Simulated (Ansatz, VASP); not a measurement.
# Cross-check of BaHg between VASP and Ansatz, part 2 of 2

Wanted: the spread between two codes on one cell, functional and k mesh. The cell is taken from a series of runs on this material, whose earlier steps may have relaxed, scaled, displaced or heated it; both programs get it as it stands.

VASP 6.6.1 and Ansatz 0.2.0.

So far: The structure; VASP: zone-centre phonons, PBEsol.

### Step 3. Ansatz: zone-centre phonons, PBEsol

Level of this step: Ansatz beside VASP: Kohn-Sham DFT, plane waves, PBEsol (Ansatz).

Ansatz runs on its PAW soft_1 files.

The same cell, functional, mesh and smearing now go to Ansatz, which takes its cutoff from its data sets.

File input.yaml:

```yaml
crystal:
  lattice:
    - [4.0877726502, 0.0, 0.0]
    - [0.0, 4.0877726502, 0.0]
    - [0.0, 0.0, 4.0877726502]
  atoms:
    - { symbol: Ba, position: [0.0, 0.0, 0.0] }
    - { symbol: Hg, position: [0.5, 0.5, 0.5] }
kpoints:
  mp_grid: { grid: [12, 12, 12] }
hamiltonian:
  xc: pbesol
  pseudopotentials: { kind: paw, azcp: { folder: soft_1 }, xc_functional: pbe }
scf:
  occupations: { method: methfessel_paxton, width: 0.2 }
output:
  eigenvalues: true
phonons:
  method: dfpt
```

Command:

```sh
$ ansatz run input.yaml --threads 4 --pin off --max-ram 10240MiB --backend cpu --events-out ev --progress --plain --runs-dir out
```

Numbers of over 12 decimals in the logs are rounded to 6 here.

The log of the run:

```text
Engine: ansatz 0.2.0, aarch64-unknown-linux-gnu
Pseudopotentials: kind: paw
Pseudopotential: Ba, paw, valence charge 10, recommended cutoff 420 eV (normal), soft_1/Ba.paw.azcp
Pseudopotential: Hg, paw, valence charge 20, recommended cutoff 420 eV (normal), soft_1/Hg.paw.azcp
Functional definition: PBEsol
  exchange = pbesol_x
  correlation = pbesol_c
Crystal: 2 atoms, lattice volume = 68.306 Å³
Basis set: ecut = 420 eV, 1357 PW (Γ), exchange–correlation on 60×60×60 points (8 copies of the dense FFT grid, shifted against one another)
Bands: 19, of which v1, the nominal top of the filled ones, is band 15 counted from 1 (14 counted from 0)
Symmetry: 48 space group operations
k-points: 196 of 1728 (irreducible under 8 space group operations, time reversal used)
Non-local potential: Ba, projectors of the file, l = 0: 3, l = 1: 2, l = 2: 2, l = 3: 2
Non-local potential: Hg, projectors of the file, l = 0: 3, l = 1: 2, l = 2: 2, l = 3: 1
PAW form: soft (Blöchl's): semilocal exchange-correlation on the pseudo side does not see the compensation charge
PAW frozen core: Ba, regenerated for the run's functional, and the local potential with it (the file was generated under x = pbe(κ = 0.804, μ = 0.219515), c = pbe(β = 0.066725))
PAW frozen core: Hg, regenerated for the run's functional, and the local potential with it (the file was generated under x = pbe(κ = 0.804, μ = 0.219515), c = pbe(β = 0.066725))
PAW one-centre angular grid: Ba, 194 points (default); XC on 64 Gauss nodes
PAW one-centre angular grid: Hg, 590 points (default); XC on 64 Gauss nodes
Initial density: superposition of atomic densities (chi_scale 0.1, normalization cell, long waves kept (reshape's long-wave potential 0.00 eV rms))
Initial wavefunctions: pseudopotential atomic-orbital guess
Functional: x = pbesol(κ = 0.804, μ = 0.123457), c = pbesol(β = 0.046)
SCF iter   1: F=—  HF=-19537.102620 eV  |F-HF|=—  |Δ(HF+E_count)|=         —  Δρ=9.41e-2  dr2=1.21e1  ethr=3.10e-3  ⟨swp⟩=7.3  Hψ=21671  notcnv=0
preconditioner: auto → Kerker (q_TF=auto, 2.379 Å⁻¹)  [metal: Δε(μ)=0.030 eV  Ē_g=8.559 eV  σ=0.200 eV  W_gap=0.13  n_scr=18 (ndim 8)  ℏωp=20.1 eV  f_vac=0.000  D(μ)=1.96/eV (n_scr^D=18)]
SCF iter   2: F=—  HF=-19534.414517 eV  |F-HF|=—  |Δ(HF+E_count)|=    2.69e0  S|Δr|=    0.00e0  Δρ=2.75e-2  dr2=1.51e0  ethr=3.10e-3  ⟨swp⟩=3.0  Hψ=9417  notcnv=0
SCF iter   3: F=—  HF=-19533.996033 eV  |F-HF|=—  |Δ(HF+E_count)|=   4.18e-1  S|Δr|=    0.00e0  Δρ=1.34e-2  dr2=3.35e-1  ethr=3.10e-3  ⟨swp⟩=3.3  Hψ=7189  notcnv=0
SCF iter   4: F=—  HF=-19533.874449 eV  |F-HF|=—  |Δ(HF+E_count)|=   1.22e-1  S|Δr|=    0.00e0  Δρ=3.64e-3  dr2=1.15e-2  ethr=1.12e-3  ⟨swp⟩=3.6  Hψ=7808  notcnv=0
SCF iter   5: F=—  HF=-19533.871339 eV  |F-HF|=—  |Δ(HF+E_count)|=   3.11e-3  S|Δr|=    0.00e0  Δρ=8.71e-4  dr2=5.06e-4  ethr=3.83e-5  ⟨swp⟩=2.0  Hψ=5544  notcnv=0
SCF iter   6: F=—  HF=-19533.871399 eV  |F-HF|=—  |Δ(HF+E_count)|=   6.04e-5  S|Δr|=    0.00e0  Δρ=1.86e-4  dr2=4.19e-5  ethr=1.69e-6  ⟨swp⟩=2.4  Hψ=6130  notcnv=0
SCF iter   7: F=—  HF=-19533.871396 eV  |F-HF|=—  |Δ(HF+E_count)|=   3.12e-6  S|Δr|=    0.00e0  Δρ=4.21e-5  dr2=1.42e-6  ethr=1.40e-7  ⟨swp⟩=2.0  Hψ=5136  notcnv=0
SCF iter   8: F=—  HF=-19533.871404 eV  |F-HF|=—  |Δ(HF+E_count)|=   8.07e-6  S|Δr|=    0.00e0  Δρ=7.78e-6  dr2=5.36e-8  ethr=4.74e-9  ⟨swp⟩=2.0  Hψ=5015  notcnv=0
SCF iter   9: F=—  HF=-19533.871404 eV  |F-HF|=—  |Δ(HF+E_count)|=   9.31e-9  S|Δr|=    0.00e0  Δρ=1.05e-6  dr2=1.02e-9  ethr=1.79e-10  ⟨swp⟩=2.2  Hψ=5556  notcnv=0
SCF iter  10: F=—  HF=-19533.871404 eV  |F-HF|=—  |Δ(HF+E_count)|=  3.09e-10  S|Δr|=    0.00e0  Δρ=2.50e-7  dr2=8.23e-11  ethr=3.40e-12  ⟨swp⟩=2.5  Hψ=5679  notcnv=0
SCF iter  11: F=-19533.871404 eV  HF=-19533.871404 eV  |F-HF|=0.00e0  |Δ(HF+E_count)|=  3.64e-12  S|Δr|=    0.00e0  Δρ=4.21e-8  dr2=1.47e-12  ethr=1.00e-12  ⟨swp⟩=7.3  Hψ=18400  notcnv=0
SCF 1 converged in 11 iterations: F = -19533.871404 eV  dr2 = 1.47e-12
  greatest PAW one-centre occupation: 1.000 electrons in one spin orbital (limit 2), on the Hg atom at site 1 (counted from 0), in its partial waves of l = 0
DFPT response loops at Γ: preconditioner auto → Kerker (q_TF=auto, 2.379 Å⁻¹) (partly filled bands, converged f_vac=0.000); β = 1.00, the filter's whole step (`scf.mixing.beta` (0.50) is not read by the response loops under this deck's `scf.mixing.preconditioner`; to damp them name `kerker` or `kerker_dos`, under which they read `scf.mixing.beta`, and type it under 1.00, their step now; both keys bind the ground state too); Broyden in place of MSR1
SCF converged after 11 iterations
Stability not checked: this state was not tested for a lower state beside it, because cold or Methfessel-Paxton smearing, or corrected tetrahedra, fill the levels in a way that the test cannot read (fill_not_monotonic; see scf.lower_state_search)
Free energy (F): -19533.871404 eV
Harris-Foulkes:  -19533.871404 eV  (|F-HF|=0.00e0)
Internal energy: -19533.869548 eV  (E = F + TS)
E sigma→0 (E₀):  -19533.870940 eV
Entropy (-TS):   -0.001856 eV (-0.928 meV/atom)
Fermi energy:    10.823892 eV
Step filling:    the computed levels leave a gap of 0.0000 eV = 0.0 smearing widths at the electron count; against every level under it full and every level over it empty, smearing changes F+E_penalty+E_count by -2.136 meV and its σ→0 estimate by -1.672 meV
--- Per-component energies (eV) ---
  E_band       = -506.615626
  E_kinetic    = 734.985185
  E_local      = -3570.411840  (includes V_loc(G=0)·N_el)
  E_nonlocal   = 179.907914
  E_hartree    = 1513.491701
  E_xc         = -405.532422
  E_vxc        = -377.325730  (∫ρ·V_xc dr)
  E_paw        = -14923.132452  (= ΣΔE_a)
  E_vpaw       = -500.755032  (= ΣTr[D̂ρ^β])
  E_aug_tail   = 0.000417  (compensation charges beyond the density's cutoff)
  E_ewald      = -3063.658197
  E_core_change = 0.480147  (= ΣΔE_core)
  E_smearing   = -0.001856  (= −TS)
  E_closure    = -0.000000  (closes the sum)
  Σ components = -19533.871404   (vs F -19533.871404, Δ=0.00e0)
--- Band table (eV; the first three rows and the last of 196) ---
  k-point 0: bands = [... 11 lower, 3.7899, 3.7899, 4.5084, 11.6620, 11.6620, 14.6280, 14.6280, 14.6280]
  k-point 1: bands = [... 11 lower, 3.7904, 3.7913, 4.6049, 11.6590, 11.6683, 14.2720, 14.3110, 14.3110]
  k-point 2: bands = [... 11 lower, 3.7919, 3.7953, 4.8795, 11.4556, 11.6862, 13.7456, 13.7456, 13.8836]
  k-point 195: bands = [... 11 lower, 4.0086, 4.0086, 7.8420, 9.4815, 9.4815, 9.4815, 16.6249, 16.6249]
--- Phonons (Γ-DFPT): 2 representative perturbations + reference, on 196 of 1728 k-points (Σ response iterations 6) ---
  k mesh reduced under 8 symmetry operations, with k and −k counted as one. Each operation leaves every solved perturbation unchanged. A smaller set is not used because it would not reduce the number of displacements times k-points to solve
  ASR residual: 3.272e-5 → 0.000e0 eV/Å²; symmetrization residual: 2.172e-5 eV/Å²
  ASR residual per site (eV/Å²): 3.27e-5 1.20e-5
  Γ frequencies (cm⁻¹): 0.00 0.00 0.00 74.01 74.01 74.01
  non-analytic LO–TO correction: not included (Born effective charges unavailable; polar crystals: no LO–TO splitting at Γ)
```

### Step 4. Comparison

Known differences besides the potentials themselves: the data sets hold 30 valence electrons in Ansatz (on its PAW soft_1 files) and 22 in VASP; the cutoff is 420 eV in Ansatz and 500 eV in VASP; Ansatz makes its cores anew for this functional, VASP keeps those of its PBE data sets. Total energies have different zeros and are not compared.

The two programs side by side:

```tsv
quantity	Ansatz	VASP	difference
optical mode 1 to 3 (cm⁻¹)	74.0	76.0	-2.68 %
```

Modes are paired by rising frequency, not by their patterns, so a pair may set unlike modes beside each other; they are those without the splitting of longitudinal modes.

### Step 5. Results

```yaml
r_m_s_difference_of_the_optical_zone_centre_modes_each_program_s_sorted_by_frequency_zone_centre_phonons_pbesol: 2.0 cm⁻¹
difference_in_optical_mode_1_to_3_zone_centre_phonons_pbesol: -2.7 %
```

In words: The r.m.s. difference of the optical zone-centre modes, each program's sorted by frequency is 2.0 cm⁻¹ (zone-centre phonons, PBEsol). The data sets hold unlike numbers of valence electrons (30 in Ansatz and 22 in VASP), so part of the differences comes from the potentials. Among the rows given in per cent, the largest difference of the zone-centre phonons, PBEsol pair is in optical mode 1 to 3, -2.7 %. 3 further runs of this series are not shown here. How closely two codes agree says nothing of how well the functional describes the real material.

[Lines on the potential files, build, host, timing and source positions are cut from VASP's logs without a mark.]

[Logs are printed without paths, hosts, clocks, repeated set-up lines and the standing remarks that a program may print on its own settings, such as how far it seeks lower states.]

[Hosts, paths, dates, database ids (printed as entryN), source tags and the programs' standing remarks are cut or masked in the printed files.]
